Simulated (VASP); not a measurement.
Consider the following.

```
BaTiO3
1.0
    3.94829     0.00000     0.00000
    0.00000     3.94829     0.00000
    0.00000     0.00000     3.94829
Ba Ti O
1 1 3
Direct
  0.00000   0.00000   0.00000
  0.50000   0.50000   0.50000
  0.50000   0.00000   0.50000
  0.00000   0.50000   0.50000
  0.50000   0.50000   0.00000
```

Calculation: PBEsol GGA, VASP's PBE PAW potentials (set 64) (plane waves; VASP). Run with 620 eV cut-off, 6×6×6 Γ-centred mesh, Gaussian smearing of 0.050 eV, potentials Ba_sv Ti_sv O.

Energy and stress use the plane-wave basis of the starting cell.

### Question
The ions, cell shape and volume at an external pressure of 10.0 GPa are relaxed. What does this cell relax into?

### Answer

```
BaTiO3
1.0
    3.91739     0.00000     0.00000
    0.00000     3.91739     0.00000
    0.00000     0.00000     3.91739
Ba Ti O
1 1 3
Direct
  0.00000   0.00000   0.00000
  0.50000   0.50000   0.50000
  0.50000   0.00000   0.50000
  0.00000   0.50000   0.50000
  0.50000   0.50000   0.00000
```
Space group Pm-3m (221), at a tolerance of 0.03 Å.

### Question
How do energy and volume change from the first to the last step?

### Answer
The energy (σ→0) changes by +13.3 meV/atom and the volume by -2.3 %, in 3 ionic steps.

| step | E(σ→0) (eV) | max force (eV/Å) | pressure (GPa) | volume (Å³) |
|---|---|---|---|---|
| 1 | -41.9598 | 0.000 | 4.99 | 61.55 |
| 2 | -41.7276 | 0.000 | 17.76 | 58.18 |
| 3 | -41.8935 | 0.000 | 9.96 | 60.12 |

The compound is BaTiO3 in the cubic perovskite structure, the ideal cubic form; the compound distorts at low or room temperature. This run relaxes it under an external pressure of 10 GPa. Symmetry was kept, so distortions that lower it aren't found.
